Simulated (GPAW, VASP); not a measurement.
Given: the input of a run of GPAW 26.7.0 (ASE script) on ScSi2. 

File run.py:

```python
from ase import Atoms
from ase.dft.bandgap import bandgap
from ase.io import write
from ase.units import GPa
from gpaw import GPAW, PW

atoms = Atoms(['Sc', 'Si', 'Si'],
              cell=[[3.66, 0.0, 0.0],
                    [-1.83, 3.1696529779, 0.0],
                    [0.0, 0.0, 3.87]],
              scaled_positions=[[0.0, 0.0, 0.0],
                                [0.6666666667, 0.3333333333, 0.5],
                                [0.3333333333, 0.6666666667, 0.5]],
              pbc=True)

calc = GPAW(mode=PW(600),
            xc='PBE',
            kpts={'size': (8, 8, 7), 'gamma': True},
            occupations={'name': 'methfessel-paxton', 'order': 0, 'width': 0.1},
            nbands=21,
            convergence={'density': 1e-05, 'energy': 1e-05},
            maxiter=150,
            txt='gpaw.txt')
atoms.calc = calc
energy = atoms.get_potential_energy()
forces = atoms.get_forces()
stress = atoms.get_stress()
calc.write('gs.gpw')
write('result.traj', atoms)
print(f'Energy: {energy:.6f} eV')
print('Forces (eV/A):')
print(forces.round(4))
print('Stress (GPa):', (stress / GPa).round(3))
print('Fermi level:', round(calc.get_fermi_level(), 4), 'eV')
print(f'Gap: {bandgap(calc)[0]:.4f} eV, direct: {bandgap(calc, direct=True)[0]:.4f} eV')
```

Potentials or basis: GPAW PAW data sets (gpaw-data 1.2.1), pw.

The run is started by

```bash
$ OMP_NUM_THREADS=1 python run.py
```

Question: Translate it to VASP 6.6.1. Potentials or basis there: PBE PAW files Sc_sv, Si, 520 eV.

Answer: As run (cutoffs and basis follow the program's own potentials, and thresholds, step limits or extra output files can differ):

INCAR

```
SYSTEM = ScSi2
PREC     = Accurate       ! precision mode
ENCUT    = 520            ! plane-wave cutoff, eV
EDIFF    = 1E-6           ! SCF threshold, eV
ISMEAR   = 0              ! smearing method
SIGMA    = 0.1            ! smearing width, eV
LREAL    = .FALSE.        ! projectors in reciprocal space
LASPH    = .TRUE.         ! aspherical terms in the spheres
NELM     = 100            ! most SCF steps
ALGO     = Fast           ! electronic algorithm
ISIF     = 2              ! what is computed and relaxed
LWAVE    = .FALSE.        ! write WAVECAR
LCHARG   = .FALSE.        ! write CHGCAR
GGA      = PE             ! functional
NBANDS   = 16             ! bands
```

The input KPOINTS:

```
Automatic mesh
0
G
  8 8 7
  0 0 0
```

File POSCAR:

```
ScSi2
1.0
    3.6600000000      0.0000000000      0.0000000000
   -1.8300000000      3.1696529779      0.0000000000
    0.0000000000      0.0000000000      3.8700000000
Sc Si
1 2
Cartesian
    0.0000000000      0.0000000000      0.0000000000
    1.8300000002      1.0565509925      1.9350000000
   -0.0000000002      2.1131019854      1.9350000000
```

Potentials or basis: VASP PAW PBE potentials, release 64 (Sc_sv, Si).

The run is started by

```console
$ cat potpaw_PBE.64/Sc_sv/POTCAR potpaw_PBE.64/Si/POTCAR > POTCAR
$ mpirun -np 1 vasp_std > vasp.out
```

Both were run:

|  | GPAW | VASP |
| --- | --- | --- |
| Pressure | 25.5 GPa | 25.2 GPa |

The cell lies far from this level's equilibrium.

Pressure is positive in compression.
